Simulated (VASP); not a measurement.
Level of theory: PBE GGA, VASP's PBE PAW potentials (set 64) (plane waves; VASP 6.6.1).

Input for VASP

KPOINTS:
```
K-points
0
gamma
  6 6 1
```

INCAR:
```
ALGO  =  Normal
DIPOL  =  0.5 0.5 0.5
EDIFF  =  1E-6
ENCUT  =  400
GGA  =  PE
IDIPOL  =  3
ISMEAR  =  1
LASPH  =  .TRUE.
LCHARG  =  .FALSE.
LDIPOL  =  .TRUE.
LMAXMIX  =  6
LORBIT  =  11
LREAL  =  .FALSE.
LVHAR  =  .TRUE.
LWAVE  =  .FALSE.
NELM  =  100
NELMIN  =  4
PREC  =  Normal
SIGMA  =  0.1
SYSTEM  =  Ir16HO
```

**POSCAR**
```
Ir16HO
1
    5.4755939291     0.0000000000     0.0000000000
    2.7377969646     4.7420032042     0.0000000000
    0.0000000000     0.0000000000    20.8222511960
Ir O H
16 1 1
Direct
  0.9995741035   0.0003358615   0.3403618351
  0.5000900350   0.0003358615   0.3403618351
  0.0001728542   0.4996542917   0.3401295198
  0.5005033343   0.4989933315   0.3401145505
  0.1667270989   0.1665468023   0.4465291247
  0.6667782415   0.1664445171   0.4466143714
  0.1676051572   0.6667791367   0.4455428485
  0.6656167062   0.6667791367   0.4455428485
  0.8325718241   0.3325071642   0.5536108867
  0.3349200117   0.3325071642   0.5536108867
  0.8316583166   0.8366823669   0.5562027275
  0.3333324754   0.8333340492   0.5524142026
  0.9959713444   0.9975645531   0.6596159033
  0.5064641024   0.9975645531   0.6596159033
  0.9967723037   0.5064553925   0.6582396558
  0.5018420481   0.4963159038   0.6582762096
  0.2495713588   0.0008572824   0.7381992503
  0.2498286842   0.0003426317   0.7848964406
```

POTCAR, in this order: Ir O H (PBE.64 set). Program: vasp_std. Read from the step before: WAVECAR.

The run wrote:

**OSZICAR**
```
       N       E                     dE             d eps       ncg     rms          rms(c)
DAV:   1    -0.144184398453E+03   -0.14418E+03   -0.35632E-02  4672   0.910E-01    0.103E+00
DAV:   2    -0.146960275572E+03   -0.27759E+01   -0.91517E+00  4680   0.156E+01    0.159E+01
DAV:   3    -0.144157232475E+03    0.28030E+01   -0.55965E+00  4672   0.141E+01    0.853E-01
DAV:   4    -0.144173381450E+03   -0.16149E-01   -0.22135E-01  3654   0.140E+00    0.367E-01
DAV:   5    -0.144173599824E+03   -0.21837E-03   -0.12637E-02  3520   0.604E-01    0.192E-01
DAV:   6    -0.144173352422E+03    0.24740E-03   -0.20012E-03  3502   0.289E-01    0.977E-02
DAV:   7    -0.144173263419E+03    0.89003E-04   -0.37230E-04  3622   0.112E-01    0.579E-02
DAV:   8    -0.144173261902E+03    0.15170E-05   -0.36207E-05  2920   0.307E-02    0.548E-02
DAV:   9    -0.144173264368E+03   -0.24667E-05   -0.20705E-05  3592   0.240E-02    0.533E-02
DAV:  10    -0.144173253974E+03    0.10395E-04   -0.10341E-04  3848   0.546E-02    0.199E-02
DAV:  11    -0.144173250784E+03    0.31893E-05   -0.24405E-05  3718   0.339E-02    0.120E-02
DAV:  12    -0.144173249779E+03    0.10057E-05   -0.73600E-06  2030   0.181E-02    0.805E-03
DAV:  13    -0.144173249701E+03    0.77765E-07   -0.14633E-06  1302   0.915E-03
   1 F= -.14417325E+03 E0= -.14417162E+03  d E =-.488776E-02
```

**OUTCAR**
```
------------------------ aborting loop because EDIFF is reached ----------------------------------------
  FORCE on cell =-STRESS in cart. coord.  units (eV):
  Direction    XX          YY          ZZ          XY          YZ          ZX
  --------------------------------------------------------------------------------------
  Total      -14.2320322    -12.5122919     -3.7077431     -0.0000000      0.4373209      0.0000000
  in kB      -42.1751602    -37.0788873    -10.9875144     -0.0000000      1.2959554      0.0000000
  external PRESSURE =     -30.0805206 kB  Pullay stress =       0.0000000 kB
  volume of cell :      540.66
      direct lattice vectors                 reciprocal lattice vectors
     5.475593929  0.000000000  0.000000000     0.182628590 -0.105440671  0.000000000
     2.737796965  4.742003204  0.000000000     0.000000000  0.210881342  0.000000000
     0.000000000  0.000000000 20.822251196     0.000000000  0.000000000  0.048025547
 POSITION                                       TOTAL-FORCE (eV/Angst)
 -----------------------------------------------------------------------------------
      5.47418      0.00159      7.08710        -0.026818      0.030243      0.159289
      2.73921      0.00159      7.08710         0.026818      0.030243      0.159289
      1.36890      2.36936      7.08226        -0.000000     -0.020323      0.086437
      4.10670      2.36623      7.08195        -0.000000     -0.066360      0.118196
      1.36890      0.78977      9.29774         0.000000      0.056665      0.123500
      4.10670      0.78928      9.29952        -0.000000     -0.084756      0.149896
      2.74324      3.16187      9.27721        -0.089068     -0.018157      0.140604
      5.47015      3.16187      9.27721         0.089068     -0.018157      0.140604
      5.46916      1.57675     11.52742         0.112299      0.051793     -0.306689
      2.74422      1.57675     11.52742        -0.112299      0.051793     -0.306689
      6.84449      3.96755     11.58139         0.000000      0.025534     -0.354248
      4.10669      3.95167     11.50251         0.000000      0.009664     -0.172022
      8.18466      4.73045     13.73469         0.385101     -0.066716      0.149417
      5.50432      4.73045     13.73469        -0.385101     -0.066716      0.149417
      6.84449      2.40161     13.70603        -0.000000     -0.095191     -0.165794
      4.10670      2.35353     13.70679         0.000000      0.026367     -0.284316
      1.36890      0.00407     15.37097         0.000000      0.122431      0.182346
      1.36890      0.00162     16.34331         0.000000      0.031643      0.030763
 -----------------------------------------------------------------------------------
    total drift:                                0.000006     -0.000172     -0.003930
  FREE ENERGIE OF THE ION-ELECTRON SYSTEM (eV)
  ---------------------------------------------------
  free  energy   TOTEN  =      -144.1732497008 eV

  energy  without entropy=     -144.1683619389  energy(sigma->0) =     -144.17162045

 total charge

# of ion       s       p       d       tot
------------------------------------------
    1        0.661   0.562   6.882   8.105
    2        0.661   0.562   6.882   8.105
    3        0.661   0.560   6.883   8.104
    4        0.663   0.565   6.875   8.102
    5        0.658   0.709   6.934   8.301
    6        0.656   0.706   6.934   8.295
    7        0.655   0.702   6.939   8.297
    8        0.655   0.702   6.939   8.297
    9        0.660   0.714   6.934   8.307
   10        0.660   0.714   6.934   8.307
   11        0.667   0.729   6.940   8.337
   12        0.656   0.706   6.931   8.292
   13        0.640   0.626   6.894   8.161
   14        0.640   0.626   6.894   8.161
   15        0.659   0.554   6.949   8.162
   16        0.654   0.546   6.949   8.149
   17        1.571   3.526   0.000   5.097
   18        0.609   0.116   0.000   0.725
--------------------------------------------------
tot         12.686  13.926 110.693 137.305
```
(Selected blocks of OUTCAR.)

The run did not end as a converged relaxation.  At this cut-off the stress carries a Pulay error, which pulls relaxed volumes low.

The cell is a thin slab with vacuum, built from Ir (fcc): (111) face, OH adsorbed.
